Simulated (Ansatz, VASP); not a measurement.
# Te (Tellurium): VASP beside Ansatz, part 2 of 2

One calculation is typed for both programs; each brings its own data sets and cutoff. How far apart do they land?

VASP 6.6.1 and Ansatz 0.2.0.

So far. Step 2 (VASP: band structure, LDA): The run ends at a pressure of -1.83 GPa, with forces up to 0.076 eV/Å.

## (6) VASP: band structure, PBE

Level of this step: PBE; plane waves and PAW (Te) (VASP).

Levels along a path test the potential and the projectors away from the mesh points.

INCAR reads:

```
SYSTEM = Te
PREC = Accurate
ENCUT = 350
EDIFF = 1E-06
NELM = 100
ISMEAR = 0
SIGMA = 0.03
LREAL = .FALSE.
ALGO = Normal
GGA = PE
NBANDS = 22
LORBIT = 11
LWAVE = .FALSE.
LCHARG = .FALSE.
KPAR = 4
```

POSCAR reads:

```
Te
1.0
    4.4540000000      0.0000000000      0.0000000000
   -2.2270000000      3.8572771485      0.0000000000
    0.0000000000      0.0000000000      5.9240000000
Te
3
Direct
    0.7310000000      0.7310000000      0.0000000000
    0.0000000000      0.2690000000      0.6666666667
    0.2690000000      0.0000000000      0.3333333333
```

KPOINTS reads:

```
Automatic mesh
0
Gamma
6 6 4
0 0 0
```

KPOINTS_OPT reads:

```
Line mode
10
Line-mode
Reciprocal
  0.00000000   0.00000000   0.00000000 GAMMA
  0.50000000   0.00000000   0.00000000 M

  0.50000000   0.00000000   0.00000000 M
  0.33333333   0.33333333   0.00000000 K

  0.33333333   0.33333333   0.00000000 K
  0.00000000   0.00000000   0.00000000 GAMMA

  0.00000000   0.00000000   0.00000000 GAMMA
  0.00000000   0.00000000   0.50000000 A

  0.00000000   0.00000000   0.50000000 A
  0.50000000   0.00000000   0.50000000 L

  0.50000000   0.00000000   0.50000000 L
  0.33333333   0.33333333   0.50000000 H

  0.33333333   0.33333333   0.50000000 H
  0.00000000   0.00000000   0.50000000 A

  0.50000000   0.00000000   0.50000000 L
  0.50000000   0.00000000   0.00000000 M

  0.33333333   0.33333333   0.00000000 K
  0.33333333   0.33333333   0.50000000 H
```

The projector-augmented-wave data sets are Te (PBE family, release 64).

On the command line:

```console
$ mpirun -np 4 vasp_std
```

Numbers of over 12 decimals in the logs are rounded to 6 here.

The program printed:

```text
[banner, memory and clock lines left out]
running    4 mpi-ranks, on    1 nodes
[...]
LDA part: xc-table for (Slater+PW92), standard interpolation
 POSCAR, INCAR and KPOINTS ok, starting setup
[...]
entering main loop
       N       E                     dE             d eps       ncg     rms          rms(c)
DAV:   1     0.560854186024E+02    0.56085E+02   -0.49178E+03  1056   0.474E+02
DAV:   2    -0.574922387050E+01   -0.61835E+02   -0.58794E+02  1402   0.988E+01
DAV:   3    -0.936232155785E+01   -0.36131E+01   -0.35844E+01  1318   0.242E+01
DAV:   4    -0.942838484756E+01   -0.66063E-01   -0.66056E-01  1346   0.387E+00
[...]
DAV:  10    -0.940653907070E+01   -0.37169E-04   -0.38036E-05  1224   0.293E-02    0.144E-02
DAV:  11    -0.940653635922E+01    0.27115E-05   -0.64596E-06  1300   0.127E-02    0.823E-03
DAV:  12    -0.940653658801E+01   -0.22879E-06   -0.75352E-07   800   0.409E-03
   1 F= -.94065366E+01 E0= -.94065363E+01  d E =-.488668E-06
 Start KPOINTS_OPT (optional k-point list driver)
k-point batch [1-24\90]
       N       E                     dE             ncg
DAV:   1     0.159348603301E+04   -0.65069E+04     1056
DAV:   2     0.172379818070E+03   -0.14211E+04     1418
DAV:   3     0.915088724887E+02   -0.80871E+02     1308
DAV:   4     0.899775460953E+02   -0.15313E+01     1414
DAV:   5     0.899606525070E+02   -0.16894E-01     1394
DAV:   6     0.899599073196E+02   -0.74519E-03     1466
DAV:   7     0.899599056338E+02   -0.16858E-05     1258
DAV:   8     0.899599055924E+02   -0.41365E-07      866
[...]
k-point batch [73-90\90]
       N       E                     dE             ncg
DAV:   1     0.289938423910E+04   -0.66909E+04      792
DAV:   2     0.181396111641E+04   -0.10854E+04     1094
DAV:   3     0.175638585897E+04   -0.57575E+02      996
DAV:   4     0.175526884819E+04   -0.11170E+01     1072
DAV:   5     0.175525428043E+04   -0.14568E-01     1044
DAV:   6     0.175525364398E+04   -0.63645E-03     1096
DAV:   7     0.175525363788E+04   -0.60920E-05      942
DAV:   8     0.175525363759E+04   -0.29470E-06      658
```

From OUTCAR (step 6):

```text
  Total        0.8456359      0.8456359      1.0884259      0.0000000      0.0000000     -0.0000000
  in kB       13.3121405     13.3121405     17.1341808      0.0000000      0.0000000     -0.0000000
  external PRESSURE =      14.5861539 kB  Pullay stress =       0.0000000 kB

 POSITION                                       TOTAL-FORCE (eV/Angst)
 -----------------------------------------------------------------------------------
      1.62794      2.81967      0.00000        -0.079061     -0.136938     -0.000000
     -0.59906      1.03761      3.94933        -0.079061      0.136938     -0.000000
      1.19813      0.00000      1.97467         0.158122     -0.000000      0.000000
 -----------------------------------------------------------------------------------
    total drift:                                0.000000     -0.000000      0.000000

  FREE ENERGIE OF THE ION-ELECTRON SYSTEM (eV)
  ---------------------------------------------------
  free  energy   TOTEN  =        -9.4065365880 eV

  energy  without entropy=       -9.4065360993  energy(sigma->0) =       -9.40653634

[... 2 parts as in an earlier step ...]

[... 1 further part left out ...]
[key lines of the parts left out:]
E-fermi :   6.0427
```

The run ends at a pressure of 1.46 GPa, with forces up to 0.16 eV/Å.

## (7) Ansatz: band structure, PBE

The same cell, functional, mesh and smearing now go to Ansatz, which takes its cutoff from its data sets.

The cell is taken from a series of VASP runs on this material, whose earlier steps may have relaxed, scaled or displaced it; both programs get it as it stands.

input.yaml reads:

```yaml
crystal:
  lattice:
    - [4.454, 0.0, 0.0]
    - [-2.227, 3.8572771485, 0.0]
    - [0.0, 0.0, 5.924]
  atoms:
    - { symbol: Te, position: [0.731, 0.731, 0.0] }
    - { symbol: Te, position: [0.0, 0.269, 0.6666666667] }
    - { symbol: Te, position: [0.269, 0.0, 0.3333333333] }
hamiltonian:
  xc: pbe
  pseudopotentials: { kind: paw }
kpoints:
  mp_grid: { grid: [6, 6, 4] }
  band_path:
    path:
      - [0.0, 0.0, 0.0]
      - [0.16667, 0.0, 0.0]
      - [0.33333, 0.0, 0.0]
      - [0.5, 0.0, 0.0]
      - [0.46296, 0.07407, 0.0]
      - [0.40741, 0.18519, 0.0]
      - [0.35185, 0.2963, 0.0]
      - [0.2963, 0.2963, 0.0]
      - [0.18519, 0.18519, 0.0]
      - [0.07407, 0.07407, 0.0]
      - [0.0, 0.0, 0.0]
      - [0.0, 0.0, 0.16667]
      - [0.0, 0.0, 0.33333]
      - [0.0, 0.0, 0.5]
      - [0.11111, 0.0, 0.5]
      - [0.33333, 0.0, 0.5]
      - [0.5, 0.0, 0.5]
      - [0.46296, 0.07407, 0.5]
      - [0.40741, 0.18519, 0.5]
      - [0.35185, 0.2963, 0.5]
      - [0.33333, 0.33333, 0.5]
      - [0.2963, 0.2963, 0.5]
      - [0.18519, 0.18519, 0.5]
      - [0.07407, 0.07407, 0.5]
      - [0.5, 0.0, 0.5]
      - [0.5, 0.0, 0.33333]
      - [0.5, 0.0, 0.16667]
      - [0.5, 0.0, 0.0]
      - [0.33333, 0.33333, 0.11111]
      - [0.33333, 0.33333, 0.27778]
      - [0.33333, 0.33333, 0.5]
    npoints: 1
scf:
  occupations: { method: gaussian, width: 0.03 }
  n_extra_bands: 7
output:
  forces: true
  stress: true
  eigenvalues: true
```

On the command line:

```console
$ ansatz run input.yaml --threads 2 --pin off --max-ram 4608MiB --backend cpu --events-out ev --progress --plain --runs-dir out
```

The program printed:

```text
[...]
Crystal: 3 atoms, lattice volume = 101.776 Å³
Basis set: ecut = 420 eV, 1993 PW (Γ), exchange–correlation on 60×60×80 points (8 copies of the dense FFT grid, shifted against one another)
Bands: 31, of which v1, the nominal top of the filled ones, is band 24 counted from 1 (23 counted from 0)
Symmetry: 6 space group operations
[...]
k-points: 24 of 144 (time reversal used)
[...]
k-point 0: bands = [... 20 lower, 6.0204, 7.0986, 7.0986, 7.9220, 9.7875, 9.7875, 10.3759, 13.7748, ... 3 higher]
  k-point 1: bands = [... 20 lower, 6.2619, 7.2808, 7.3255, 7.9021, 9.4430, 9.4949, 9.8570, 13.1763, ... 3 higher]
  k-point 2: bands = [... 20 lower, 6.1068, 7.4491, 7.7481, 7.7481, 9.2450, 9.2582, 9.2582, 12.8140, ... 3 higher]
  k-point 23: bands = [... 20 lower, 3.7576, 7.8158, 8.7706, 8.7706, 8.9607, 10.0989, 10.0989, 14.7062, ... 3 higher]
[key lines of the parts left out:]
SCF converged after 6 iterations
Free energy (F): -20939.855100 eV
Fermi energy:    8.867205 eV
P = ⅓ Tr σ = 1.4647 GPa (14.647 kbar)
```

The job ended after 6.4 s (2 threads of Arm Neoverse V1, shared host; peak memory 0.33 GiB; 12 s of CPU time).

## (8) Comparison

What differs besides the data sets and the points named for the pairs above, as far as they apply: VASP leaves aspherical gradient terms in its spheres out (LASPH is not set), Ansatz keeps them. Total energies have different zeros and are not compared.

The two programs side by side:

| quantity | Ansatz | VASP | difference |
| --- | --- | --- | --- |
| pressure (GPa) | 1.46 | 1.46 | +0.01 |
| gap over the path points (eV) | 0.176 | 0.147 | +0.029 |

Forces (eV/Å; atoms numbered as in POSCAR):

| atom | Ansatz x, y, z | VASP x, y, z |
| --- | --- | --- |
| Te1 | -0.070, -0.121, 0.000 | -0.079, -0.137, 0.000 |
| Te2 | -0.070, 0.121, 0.000 | -0.079, 0.137, 0.000 |
| Te3 | 0.139, 0.000, 0.000 | 0.158, 0.000, 0.000 |

Levels at points of the path, from each program's valence-band top (eV; 4 filled, then empty):

| k (reciprocal lattice) | Ansatz | VASP |
| --- | --- | --- |
| 0.000 0.000 0.000 | -2.76 -1.69 -1.69 -0.86 1.00 1.00 1.59 | -2.77 -1.69 -1.69 -0.86 0.98 0.98 1.58 |
| 0.167 0.000 0.000 | -3.13 -1.25 -0.93 -0.77 0.80 0.90 1.43 | -3.13 -1.25 -0.94 -0.78 0.78 0.89 1.43 |
| 0.333 0.000 0.000 | -3.62 -2.38 -0.97 -0.82 0.83 0.99 2.75 | -3.62 -2.39 -0.97 -0.82 0.82 0.98 2.74 |
| 0.500 0.000 0.000 | -3.61 -3.53 -1.04 -0.82 0.83 0.89 2.94 | -3.61 -3.54 -1.05 -0.83 0.82 0.88 2.92 |
| 0.463 0.074 0.000 | -3.58 -3.50 -1.28 -1.15 1.08 1.25 3.11 | -3.58 -3.51 -1.29 -1.16 1.07 1.24 3.10 |
| 0.407 0.185 0.000 | -3.42 -3.36 -2.08 -2.04 1.92 2.25 3.47 | -3.42 -3.37 -2.08 -2.04 1.91 2.24 3.46 |
| 0.352 0.296 0.000 | -3.15 -3.14 -2.83 -2.67 2.72 2.89 3.17 | -3.15 -3.15 -2.83 -2.67 2.71 2.88 3.16 |
| 0.296 0.296 0.000 | -3.28 -2.98 -2.73 -2.58 2.59 2.88 3.07 | -3.28 -2.99 -2.73 -2.58 2.58 2.87 3.07 |
| 0.185 0.185 0.000 | -3.09 -2.01 -1.60 -1.58 1.70 1.78 2.04 | -3.10 -2.02 -1.60 -1.59 1.68 1.76 2.03 |
| 0.074 0.074 0.000 | -2.83 -1.54 -0.91 -0.66 0.66 0.93 1.49 | -2.84 -1.55 -0.91 -0.66 0.64 0.92 1.48 |

The forces differ by 11 meV/Å r.m.s., which is 11.8 % of the r.m.s. force of 0.09 eV/Å (both taken over all components). Among the levels compared at these points, filled levels agree within 18 meV and empty ones within 29 meV. Ansatz's pressure holds a Pulay correction of 0.03 GPa; VASP's holds none.

## (9) Ansatz: band structure, LDA, spin-orbit coupling

With cell and atoms fixed, the geometry can't cause a difference; cores, projectors, grids and the points listed under the comparison can.

The cell is taken from a series of VASP runs on this material, whose earlier steps may have relaxed, scaled or displaced it; both programs get it as it stands.

Changes to input.yaml since step 7:

```diff
@@ -10,4 +10,7 @@
 hamiltonian:
-  xc: pbe
-  pseudopotentials: { kind: paw }
+  xc: lda
+  pseudopotentials: { kind: paw_fr }
+magnetization:
+  noncollinear: true
+  spin_orbit: true
 kpoints:
@@ -36,3 +39,2 @@
       - [0.35185, 0.2963, 0.5]
-      - [0.33333, 0.33333, 0.5]
       - [0.2963, 0.2963, 0.5]
@@ -50,3 +52,3 @@
   occupations: { method: gaussian, width: 0.03 }
-  n_extra_bands: 7
+  n_extra_bands: 14
 output:
```

The program printed:

```text
[...]
non-collinear run that drives no moment, with spin-orbit: no starting moment large enough to seed its density (crystal.atoms[].spin), no starting occupations that ask for one, no magnetisation constraint and no magnetic field, so the semilocal B_xc is pinned to zero
Crystal: 3 atoms, lattice volume = 101.776 Å³
Basis set: ecut = 420 eV, 1993 PW (Γ)
[...]
k-point 0: bands = [... 44 lower, 6.8709, 6.8709, 7.6436, 7.6436, 9.0135, 9.0135, 9.7221, 9.7221, ... 10 higher]
  k-point 1: bands = [... 44 lower, 7.0393, 7.1677, 7.5180, 7.7021, 8.7740, 8.8465, 9.2911, 9.4046, ... 10 higher]
  k-point 2: bands = [... 44 lower, 7.2645, 7.2645, 7.5949, 7.5949, 8.8300, 8.8300, 8.8681, 8.8681, ... 10 higher]
  k-point 23: bands = [... 44 lower, 8.2815, 8.2815, 8.5171, 8.6350, 8.6350, 8.6758, 9.6471, 9.7339, ... 10 higher]
[key lines of the parts left out:]
SCF converged after 7 iterations
Magnetization: |M| = 0.0000 μB,  M = (+0.0000, +0.0000, +0.0000) μB
Free energy (F): -20489.381285 eV
Fermi energy:    8.634324 eV
P = ⅓ Tr σ = -1.6145 GPa (-16.145 kbar)
```

Elapsed: 38 s, on 2 threads; peak memory 0.67 GiB.

## (10) VASP: band structure, LDA, spin-orbit coupling

The same cell, functional (in two slightly different forms), mesh and smearing now go to VASP, with its own data sets and cutoff.

Changes to INCAR since step 6:

```diff
@@ -9,4 +9,9 @@
 ALGO = Normal
-GGA = PE
-NBANDS = 22
+GGA = CA
+LNONCOLLINEAR = .TRUE.
+MAGMOM = 0 0 0 0 0 0 0 0 0
+NBANDS = 30
+GGA_COMPAT = .FALSE.
+LASPH = .TRUE.
+LSORBIT = .TRUE.
 LORBIT = 11
```

POSCAR is that of step 6.

KPOINTS is that of step 6.

KPOINTS_OPT is that of step 6.

Potentials, in the order of the species: Te (LDA family, release 64).

On the command line:

```console
$ mpirun -np 4 vasp_ncl
```

The program printed:

```text
[... set-up lines as in an earlier step ...]
 entering main loop
       N       E                     dE             d eps       ncg     rms          rms(c)
DAV:   1     0.636318333707E+02    0.63632E+02   -0.50791E+03  2040   0.700E+02
DAV:   2    -0.647906015612E+01   -0.70111E+02   -0.67251E+02  2700   0.132E+02
DAV:   3    -0.116428389607E+02   -0.51638E+01   -0.51187E+01  2534   0.384E+01
DAV:   4    -0.117547423082E+02   -0.11190E+00   -0.11186E+00  2538   0.669E+00
[...]
DAV:   9    -0.117096529292E+02    0.39702E-03   -0.68058E-04  2210   0.159E-01    0.102E-01
DAV:  10    -0.117096591377E+02   -0.62085E-05   -0.17694E-04  2422   0.712E-02    0.413E-02
DAV:  11    -0.117096596371E+02   -0.49939E-06   -0.60105E-06  2310   0.146E-02
   1 F= -.11709660E+02 E0= -.11709540E+02  d E =-.238701E-03  mag=    -0.0000    -0.0000    -0.0000
 Start KPOINTS_OPT (optional k-point list driver)
k-point batch [1-34\90]
       N       E                     dE             ncg
DAV:   1     0.270334559253E+04   -0.51159E+04     2040
DAV:   2     0.283813641492E+03   -0.24195E+04     2702
DAV:   3     0.104197819015E+03   -0.17962E+03     2542
DAV:   4     0.100333276466E+03   -0.38645E+01     2478
DAV:   5     0.100242086397E+03   -0.91190E-01     2454
DAV:   6     0.100236997352E+03   -0.50890E-02     2670
DAV:   7     0.100236960498E+03   -0.36854E-04     2464
DAV:   8     0.100236959541E+03   -0.95690E-06     1570
[...]
k-point batch [69-90\90]
       N       E                     dE             ncg
DAV:   1     0.617576131654E+04   -0.71525E+04     1320
DAV:   2     0.464759717391E+04   -0.15282E+04     1770
DAV:   3     0.453633711230E+04   -0.11126E+03     1592
DAV:   4     0.453389680819E+04   -0.24403E+01     1556
DAV:   5     0.453382503159E+04   -0.71777E-01     1524
DAV:   6     0.453382121614E+04   -0.38154E-02     1682
DAV:   7     0.453382117620E+04   -0.39946E-04     1522
DAV:   8     0.453382117448E+04   -0.17126E-05     1076
DAV:   9     0.453382117437E+04   -0.11536E-06      900
```

Parts of OUTCAR (step 10):

```text
  Total       -1.0651023     -1.0651023     -0.7701251      0.0000000      0.0000000     -0.0000000
  in kB      -16.7670169    -16.7670169    -12.1234369      0.0000000      0.0000000     -0.0000000
  external PRESSURE =     -15.2191569 kB  Pullay stress =       0.0000000 kB

 POSITION                                       TOTAL-FORCE (eV/Angst)
 -----------------------------------------------------------------------------------
      1.62794      2.81967      0.00000        -0.055618     -0.096333     -0.000000
     -0.59906      1.03761      3.94933        -0.055618      0.096333     -0.000000
      1.19813      0.00000      1.97467         0.111236      0.000000      0.000000
 -----------------------------------------------------------------------------------
    total drift:                               -0.000000     -0.000000      0.000000

  FREE ENERGIE OF THE ION-ELECTRON SYSTEM (eV)
  ---------------------------------------------------
  free  energy   TOTEN  =       -11.7096596371 eV

  energy  without entropy=      -11.7094209360  energy(sigma->0) =      -11.70954029

 magnetization (x)
# of ion       s       p       d       tot
------------------------------------------
    1        0.000   0.000   0.000   0.000
    2        0.000   0.000   0.000   0.000
    3       -0.000  -0.000  -0.000  -0.000
--------------------------------------------------
tot         -0.000   0.000   0.000   0.000

 magnetization (y)
# of ion       s       p       d       tot
------------------------------------------
    1        0.000   0.000   0.000   0.000
    2       -0.000  -0.000  -0.000  -0.000
    3        0.000   0.000   0.000   0.000
--------------------------------------------------
tot         -0.000   0.000   0.000   0.000

 magnetization (z)
# of ion       s       p       d       tot
------------------------------------------
    1        0.000   0.000   0.000   0.000
    2       -0.000   0.000   0.000  -0.000
    3        0.000  -0.000   0.000  -0.000
--------------------------------------------------
tot          0.000  -0.000   0.000  -0.000

[... 1 part as in an earlier step ...]

[... 2 further parts left out ...]
[key lines of the parts left out:]
E-fermi :   5.9734
```

The run ends at a pressure of -1.52 GPa, with forces up to 0.11 eV/Å.

## (11) Side by side

What differs besides the data sets and the points named for the pairs above, as far as they apply: spin-orbit coupling enters by fully relativistic files in Ansatz and inside the spheres in VASP; the data sets hold 48 valence electrons in Ansatz (fully relativistic PAW (standard-fr) files) and 18 in VASP. Total energies have different zeros and are not compared.

The two programs side by side:

| quantity | Ansatz | VASP | difference |
| --- | --- | --- | --- |
| pressure (GPa) | -1.61 | -1.52 | -0.09 |

Forces (eV/Å; atoms numbered as in POSCAR):

| atom | Ansatz x, y, z | VASP x, y, z |
| --- | --- | --- |
| Te1 | -0.040, -0.070, 0.000 | -0.056, -0.096, 0.000 |
| Te2 | -0.040, 0.070, 0.000 | -0.056, 0.096, 0.000 |
| Te3 | 0.080, 0.000, 0.000 | 0.111, 0.000, 0.000 |

The forces differ by 18 meV/Å r.m.s., which is 27.7 % of the r.m.s. force of 0.06 eV/Å (both taken over all components). Levels from 3 eV below to 2 eV above the Fermi level differ by 10 meV r.m.s. and 28 meV at most; each VASP level is matched to the nearest of Ansatz, which flatters the figure a little. Ansatz's pressure holds a Pulay correction of 0.04 GPa; VASP's holds none.

## (12) Further runs

Further runs change the set-up of one program: Ansatz's method, potentials or start, or VASP's data sets, cutoff or form of LDA. The table gives Ansatz less VASP for each quantity, since a change that brings one quantity closer may part another.

| run | r.m.s. force difference (meV/Å) | pressure (GPa) |
| --- | --- | --- |
| as above | 18 | -0.093 |
| cores kept as stored | 17 | -0.077 |
| Ansatz's larger PAW set (cutoff 430 eV) | 18 | -0.084 |

## (13) Summary of results

```yaml
r_m_s_force_difference_band_structure_lda: 17 meV/Å
difference_in_gap_over_the_path_points_band_structure_pbe: 0.029 eV
r_m_s_force_difference_band_structure_pbe: 11 meV/Å
r_m_s_force_difference_band_structure_lda_spin_orbit_coupling: 18 meV/Å
```

**Reading.** The r.m.s. force difference is 18 meV/Å (band structure, LDA, spin-orbit coupling), beyond the 12 meV/Å picked in this series as the mark of a large difference. Band structure, LDA, norm-conserving potentials (cutoff 1120 eV): the difference in pressure goes from -0.100 to -0.15 GPa; the difference in gap over the path points goes from 0.021 to 0.012 eV. For band structure, LDA, spin-orbit coupling, no further run moves any of the tabulated differences by more than a quarter of its size. 9 further runs of this series are not shown here. Such differences can come from data sets, numerical settings and the points named under the comparisons, not from the functional's error against experiment.

[Lines on the potential files, build, host, timing and source positions are cut from VASP's logs without a mark.]

[Logs are printed without paths, hosts, clocks, repeated set-up lines and the standing remarks that a program may print on its own settings, such as how far it seeks lower states.]

[Hosts, paths, dates, database ids (printed as entryN), source tags and the programs' standing remarks are cut or masked in the printed files.]
